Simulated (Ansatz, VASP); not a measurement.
# TlPt2 in VASP and in Ansatz

```xyz
3
Lattice="4.3948 0.0000 0.0000 -2.1974 3.8060 0.0000 0.0000 0.0000 3.7131" Properties=species:S:1:pos:R:3 pbc="T T T"
Tl    0.0000    0.0000    0.0000
Pt    0.0000    2.5373    1.8565
Pt    2.1974    1.2687    1.8565
```

Alike in both runs: functional PBE; k mesh 12 × 12 × 12; occupations gaussian, width 0.1 eV; no spin polarisation.

Ansatz relaxed the structure, and its values are those at the end. VASP's run is a single point on that final structure, the one shown.

|  | VASP | Ansatz |
| --- | --- | --- |
| version | VASP 6.6.1 | Ansatz 0.2.0 |
| potentials or method | VASP PAW PBE potentials, release 64 (Tl_d, Pt) | scalar-relativistic, plane waves, PAW |
| plane-wave cutoff (eV) | 520 | 420 |
| valence electrons in the cell | 33 | 49 |

Ansatz gave:

- gap on the k mesh at the Fermi level (eV): none
- pressure (GPa): 0.0

Estimate VASP's values.

gap on the k mesh at the Fermi level (eV): none; pressure (GPa): -0.2.

A gap of «none» marks a metal or a gap that the smearing closes. The two sets of potentials don't hold the same shells in valence.

Spin-orbit coupling is left out, which matters for the levels of Pt, Tl.
